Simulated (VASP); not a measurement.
Shape and ions are relaxed at each volume.

```
CELL_PARAMETERS angstrom
      4.60931     0.00000     0.00000
      0.00000     4.60931     0.00000
      0.00000     0.00000     2.96572
ATOMIC_POSITIONS crystal
  Ti 0.00000 0.00000 0.00000
  Ti 0.50000 0.50000 0.50000
  O  0.30430 0.30430 0.00000
  O  0.80430 0.19570 0.50000
  O  0.19570 0.80430 0.50000
  O  0.69570 0.69570 0.00000
```

Level of theory: MS2 meta-GGA, VASP's PBE PAW potentials (set 64) (plane waves; VASP 6.6.1). Settings: 520 eV cut-off, 5×5×8 Γ-centred mesh, Gaussian smearing of 0.050 eV, potentials Ti_sv O.

Give the energy at these volumes per atom, relative to the lowest: 9.85, 10.17, 10.48, 10.79, 11.11 Å³.

32.1, 8.1, 0.0, 5.4, 22.1 meV/atom. A third-order Birch-Murnaghan fit gives B0 = 225 GPa and B0′ = 4.8.

The compound is TiO2 in the rutile structure. It was relaxed first.
